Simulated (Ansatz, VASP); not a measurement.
## Two plane-wave programs on CaAl4O

File INCAR:

```
PREC     = Accurate       # precision mode
ENCUT    = 600            # plane-wave cutoff, eV
EDIFF    = 1E-6           # SCF threshold, eV
ISMEAR   = 0              # smearing method
SIGMA    = 0.1            # smearing width, eV
LREAL    = False          # projectors in reciprocal space
LASPH    = True           # aspherical terms in the spheres
NELM     = 100            # most SCF steps
ALGO     = Normal         # electronic algorithm
ISIF     = 3              # what is computed and relaxed
LWAVE    = False          # write WAVECAR
LCHARG   = False          # write CHGCAR
GGA      = PE             # functional
IBRION   = 2              # ionic algorithm
NSW      = 90             # ionic steps
EDIFFG   = -0.04          # ionic threshold
```

The input KPOINTS:

```
Automatic mesh
0
Gamma
  4 4 4
```

POSCAR

```
CaAl4O
1.0
    0.0000000000      3.6744808100      3.6744808100
    3.6744808100      0.0000000000      3.6744808100
    3.6744808100      3.6744808100      0.0000000000
Ca Al O
1 4 1
Direct
    0.0000000000      0.0000000000      0.0000000000
    0.8706559800      0.3764480100      0.3764480100
    0.3764480100      0.3764480100      0.3764480100
    0.3764480100      0.8706559800      0.3764480100
    0.3764480100      0.3764480100      0.8706559800
    0.7500000000      0.7500000000      0.7500000000
```

Input for Ansatz:

```yaml
crystal:
  lattice:
    - [0.0, 3.67448081, 3.67448081]
    - [3.67448081, 0.0, 3.67448081]
    - [3.67448081, 3.67448081, 0.0]
  atoms:
    - { symbol: Ca, position: [0.0, 0.0, 0.0] }
    - { symbol: Al, position: [0.87065598, 0.37644801, 0.37644801] }
    - { symbol: Al, position: [0.37644801, 0.37644801, 0.37644801] }
    - { symbol: Al, position: [0.37644801, 0.87065598, 0.37644801] }
    - { symbol: Al, position: [0.37644801, 0.37644801, 0.87065598] }
    - { symbol: O, position: [0.75, 0.75, 0.75] }
basis:
  ecutwfc: 420
kpoints:
  mp_grid: { grid: [4, 4, 4] }
hamiltonian:
  xc: pbe
scf:
  occupations: { method: gaussian, width: 0.1 }
  lower_state_search: "off"
output:
  forces: true
  stress: true
  eigenvalues: true
relax:
  adjacent_minimum: "off"
  f_tol: 0.04
  max_steps: 70
  cell: { stress_tol: 0.4 }
```

Change from the starting cell: species swapped into the MgBe4Cu type (F-43m, No. 216).

Alike in both runs: task relaxation of cell and atoms; functional PBE; k mesh 4 × 4 × 4; occupations gaussian, width 0.1 eV; no spin polarisation.

|  | VASP | Ansatz |
| --- | --- | --- |
| version | VASP 6.6.1 | Ansatz 0.2.0 |
| potentials or method | VASP PAW PBE potentials, release 64 (Ca_sv, Al, O) | scalar-relativistic, plane waves, PAW |
| plane-wave cutoff (eV) | 600 | 420 |
| valence electrons in the cell | 28 | 28 |

Ansatz gave:

```
gap on the k mesh at the Fermi level, each at its own relaxed structure (eV) : none
relaxed volume (Å³/atom)                                                     : 19.01
relaxed cell length with the largest relative difference (Å)                 : 5.444
energy change over the relaxation (meV/atom)                                 : -90
```

Problem. Estimate VASP's values.

Solution. gap on the k mesh at the Fermi level, each at its own relaxed structure (eV): none; relaxed volume (Å³/atom): 19.16; relaxed cell length with the largest relative difference (Å): 5.458; energy change over the relaxation (meV/atom): -90.

A gap of «none» marks a metal or a gap that the smearing closes.

Caveats: the k mesh is coarse (spacing up to 0.37 Å⁻¹), so the values aren't converged; the volume moved by over 15 % at a fixed basis, so the end points are rough (VASP); the bands computed are all filled at some k points, so no gap is given.
